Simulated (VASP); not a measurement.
Here is the system:

```
CELL_PARAMETERS angstrom
      1.60097    -2.77296     0.00000
      1.60097     2.77296     0.00000
      0.00000     0.00000     5.21568
ATOMIC_POSITIONS crystal
  Ga 0.66667 0.33333 0.50013
  Ga 0.33333 0.66667 0.00013
  N  0.66667 0.33333 0.87687
  N  0.33333 0.66667 0.37687
```

The numbers are results of rev-vdW-DF2, VASP's PBE PAW potentials (set 64) (plane waves; VASP), not measurements. Numerical set-up: 520 eV cut-off, Gaussian smearing of 0.050 eV, potentials Ga_d N.

Give the energies of bands 13 to 21 at the high-symmetry points, in eV from the valence-band maximum.

```csv
band,Γ,M,K,A,L,H
13,-6.97,-6.40,-5.32,-3.82,-6.54,-6.11
14,-1.01,-5.25,-5.32,-3.82,-6.54,-6.11
15,-1.01,-4.14,-5.19,-0.52,-1.91,-4.12
16,-0.04,-2.69,-2.92,-0.52,-1.91,-4.12
17,0.00,-2.16,-2.92,-0.52,-1.86,-1.45
18,0.00,-0.98,-2.68,-0.52,-1.86,-1.45
19,1.80,4.98,5.14,4.12,4.33,6.29
20,4.12,5.44,7.60,4.12,4.33,6.29
21,9.06,5.97,7.60,8.35,7.62,7.25
```

The gap is direct, 1.80 eV, from the valence maximum at Γ to the conduction minimum at Γ.

Measured: gap 3.68 eV (computed value off by -1.88 eV), as given by Wei Chen et al., Physical Review Materials (2018), doi:10.1103/physrevmaterials.2.073803 [zero-point renormalisation of 0.17 eV added back (the table's ZPR column)].

The compound is GaN in the wurtzite structure. It was relaxed first.
